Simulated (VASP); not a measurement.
Here is the system:

```
CELL_PARAMETERS angstrom
      4.07633     0.00000     0.00000
      0.00000     4.07633     0.00000
      0.00000     0.00000     4.07633
ATOMIC_POSITIONS crystal
  Sc 0.00000 0.00000 0.00000
  Al 0.00000 0.50000 0.50000
  Al 0.50000 0.00000 0.50000
  Al 0.50000 0.50000 0.00000
```

Level of theory: revTPSS meta-GGA, VASP's PBE PAW potentials (set 64) (plane waves; VASP 6.6.1). Numerical set-up: 520 eV cut-off, 9×9×9 Γ-centred mesh, tetrahedra with Blöchl corrections, potentials Sc_sv Al.

The cores are frozen, which limits the accuracy of field gradients.

Problem. Give the principal components of the electric field gradient (V/Å²) and the asymmetry η at each nucleus.

Solution. 
| atom | Vxx | Vyy | Vzz | η |
|---|---|---|---|---|
| Sc1 | 0.0 | 0.0 | 0.0 | - |
| Al2 | -9.7 | -9.7 | 19.4 | 0.00 |
| Al3 | -9.7 | -9.7 | 19.4 | 0.00 |
| Al4 | -9.7 | -9.7 | 19.4 | 0.00 |

The compound is Al3Sc in the L1_2 structure. It was relaxed first.
